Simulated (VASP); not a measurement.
Calculation: r2SCAN meta-GGA, VASP's PBE PAW potentials (set 64) (plane waves; VASP).

VASP ran on this input.

INCAR:
```
! general
SYSTEM  = Pb
PREC    = Accurate
ENCUT   = 480
LREAL   = .FALSE.
LASPH   = .TRUE.

! electronic loop
EDIFF   = 1E-6
NELM    = 100
ALGO    = Normal
LMAXMIX = 4
LMIXTAU = .TRUE.

! smearing
ISMEAR  = 1
SIGMA   = 0.1

! functional
METAGGA = R2SCAN

! ions
IBRION  = 2
NSW     = 60
ISIF    = 3
EDIFFG  = -0.01

! output
LWAVE   = .FALSE.
LCHARG  = .FALSE.
```

### POSCAR
```
Pb
1
    0.0000000000     2.4948932385     2.4948932385
    2.4948932385    -0.0000000000     2.4948932385
    2.4948932385     2.4948932385     0.0000000000
Pb
1
Direct
  0.0000000000   0.0000000000   0.0000000000
```

File KPOINTS:
```
Automatic mesh
0
Gamma
11 11 11
0 0 0
```

POTCAR, in this order: Pb_d (PBE.64 set). Program: vasp_std.

Unless said otherwise, spin-orbit coupling is left out, though it shifts the bands of the heavy elements here.

Q: Estimate the energy per atom (σ→0), band gap (on the k-mesh).

A: 
| Property | Value |
|---|---|
| energy per atom (σ→0) | -56.284 eV/atom |
| band gap (on the k-mesh) | none (metal, semimetal or under 0.01 eV) |

File OSZICAR:
```
...
DAV:  10    -0.562813058367E+02   -0.21901E-03   -0.72718E-04  1450   0.293E-01    0.119E-01
DAV:  11    -0.562837534781E+02   -0.24476E-02   -0.40467E-03  1286   0.962E-01    0.137E-02
DAV:  12    -0.562837661693E+02   -0.12691E-04   -0.45664E-04  1382   0.443E-01    0.298E-02
DAV:  13    -0.562837605190E+02    0.56503E-05   -0.82819E-05  1376   0.149E-01    0.187E-02
DAV:  14    -0.562839495331E+02   -0.18901E-03   -0.13040E-04  1277   0.174E-01    0.687E-03
DAV:  15    -0.562839650143E+02   -0.15481E-04   -0.19487E-05  1373   0.452E-02    0.559E-03
DAV:  16    -0.562839654083E+02   -0.39407E-06   -0.97706E-07  1224   0.110E-02
   1 F= -.56283965E+02 E0= -.56283981E+02  d E =-.562840E+02
```

The compound is Pb in the fcc structure. It was relaxed first. The start is the result of an earlier pass.
